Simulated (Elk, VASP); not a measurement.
An input for Elk (PBE, all-electron FP-LAPW, Elk's shipped species files, default APW+lo basis):

```
tasks
  0

xctype
  20

rgkmax
  7.0

rmtscf
  0.96

stype
  3

swidth
  0.00183747

avec
    0.0000000000    6.1227126438    6.1227126438
    6.1227126438    0.0000000000    6.1227126438
    6.1227126438    6.1227126438    0.0000000000

atoms
  2   : nspecies
  'Cd.in'   : spfname
  1   : natoms; atposl, bfcmt below
  0.0000000000  0.0000000000  0.0000000000    0.0 0.0 0.0
  'Te.in'   : spfname
  1   : natoms; atposl, bfcmt below
  0.2500000000  0.2500000000  0.2500000000    0.0 0.0 0.0

ngridk
  5 5 5
```

Write the VASP files for the same calculation.

One set of files that does it:

INCAR:
```
! general
SYSTEM  = CdTe
PREC    = Accurate
ENCUT   = 300
LREAL   = .FALSE.
LASPH   = .TRUE.

! electronic loop
EDIFF   = 1E-6
NELM    = 100
ALGO    = Normal
LMAXMIX = 4

! smearing
ISMEAR  = -1
SIGMA   = 0.05

! functional
GGA     = PE

! ions
ISIF    = 2

! output
LWAVE   = .FALSE.
LCHARG  = .FALSE.
```

KPOINTS:
```
Automatic mesh
0
Gamma
5 5 5
0 0 0
```

POSCAR:
```
CdTe
1
    0.0000000000     3.2400000000     3.2400000000
    3.2400000000     0.0000000000     3.2400000000
    3.2400000000     3.2400000000     0.0000000000
Cd Te
1 1
Direct
  0.0000000000   0.0000000000   0.0000000000
  0.2500000000   0.2500000000   0.2500000000
```

POTCAR, in this order: Cd Te (PBE.64 set). Program: vasp_std.

The two runs describe the same crystal, functional and task. Each code takes its own potentials, basis and convergence tests.

VASP also gives the stress here, which the Elk input doesn't ask for.

The structure is a typed CdTe crystal (F-43m). The cell was not relaxed at this level, and it may have been scaled.
